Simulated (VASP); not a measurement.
An input for Ansatz (written as the equivalent of a VASP run, and not itself run):

Ansatz 0.2 input:
```yaml
crystal:
  lattice:
    - [0.0000000, 3.0400000, 3.0400000]
    - [3.0400000, 0.0000000, 3.0400000]
    - [3.0400000, 3.0400000, 0.0000000]
  atoms:
    - { symbol: Hg, position: [0.0000000, 0.0000000, 0.0000000] }
    - { symbol: Se, position: [0.2500000, 0.2500000, 0.2500000] }
kpoints:
  mp_grid: { grid: [7, 7, 7] }
hamiltonian:
  xc: pbesol
  pseudopotentials: { kind: paw }
scf:
  occupations: { method: gaussian, width: 0.05 }
  max_iter: 100
relax:
  max_steps: 60
  f_tol: 0.01
  cell: {}
output: { forces: true, stress: true, eigenvalues: true }
```

Translate this input to VASP (INCAR, KPOINTS, POSCAR, choice of POTCAR).

Several could match; the one computed here: 
File POSCAR:
```
HgSe
1
    0.0000000000     3.0400000000     3.0400000000
    3.0400000000     0.0000000000     3.0400000000
    3.0400000000     3.0400000000     0.0000000000
Hg Se
1 1
Direct
  0.0000000000   0.0000000000   0.0000000000
  0.2500000000   0.2500000000   0.2500000000
```

**INCAR**
```
# general
SYSTEM  = HgSe
PREC    = Accurate
ENCUT   = 400
LREAL   = .FALSE.   # projection in real space or not
LASPH   = .TRUE.   # aspherical one-centre terms

# electronic loop
EDIFF   = 1E-6
NELM    = 100   # most electronic steps
ALGO    = Normal   # blocked Davidson
LMAXMIX = 6   # l cut-off of mixed one-centre charges

# smearing
ISMEAR  = 0
SIGMA   = 0.05   # width (eV)

# functional
GGA     = PS   # PBEsol

# ions
IBRION  = 2   # conjugate gradients
NSW     = 60   # most ionic steps
ISIF    = 3
EDIFFG  = -0.01

# output
LWAVE   = .FALSE.
LCHARG  = .FALSE.
```

KPOINTS:
```
Automatic mesh
0
Gamma
7 7 7
0 0 0
```

POTCAR, in this order: Hg Se (PBE.64 set). Program: vasp_std.

What does not carry over: each code has its own PAW files, so the cut-off isn't converted (ENCUT is set for VASP's; basis.ecutwfc is left out, and Ansatz then takes the one that its files recommend); Ansatz stops its SCF on the density residual and VASP on the energy change (EDIFF).

The compound is HgSe in the zinc blende structure. This run relaxes it. Symmetry was kept, so distortions that lower it aren't found.
